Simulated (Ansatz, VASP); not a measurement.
# Li4Si in VASP and in Ansatz

```
CELL_PARAMETERS angstrom
-2.55641 2.55641 2.55641
2.55641 -2.55641 2.55641
2.55641 2.55641 -2.55641
ATOMIC_POSITIONS crystal
Li 0.50000 0.50000 0.50000
Li 0.00000 0.00000 0.50000
Li 0.00000 0.50000 0.00000
Li 0.50000 0.00000 0.00000
Si 0.00000 0.00000 0.00000
```

Alike in both runs: task relaxation of cell and atoms; functional PBE; k mesh 6 × 6 × 6; occupations gaussian, width 0.1 eV; no spin polarisation.

```csv
,VASP,Ansatz
version,VASP 6.6.1,Ansatz 0.2.0
potentials or method,"VASP PAW PBE potentials, release 64 (Li_sv, Si)","scalar-relativistic, plane waves, PAW"
plane-wave cutoff (eV),600,420
valence electrons in the cell,16,16
```

VASP gave:

- gap on the k mesh at the Fermi level, each at its own relaxed structure (eV): 0.33
- relaxed volume (Å³/atom): 20.18
- relaxed cell length with the largest relative difference (Å): 5.079
- energy change over the relaxation (meV/atom): -366

**Question.** Which values does Ansatz return?

**Answer.** gap on the k mesh at the Fermi level, each at its own relaxed structure (eV): 0.37; relaxed volume (Å³/atom): 20.75; relaxed cell length with the largest relative difference (Å): 5.127; energy change over the relaxation (meV/atom): -373.

Caveats: the cutoff is under 1.25 times the usual one of these potentials, so pressure, stress and relaxed cells hold a basis-set (Pulay) error (VASP); the volume moved by over 15 % at a fixed basis, so the end points are rough (VASP).
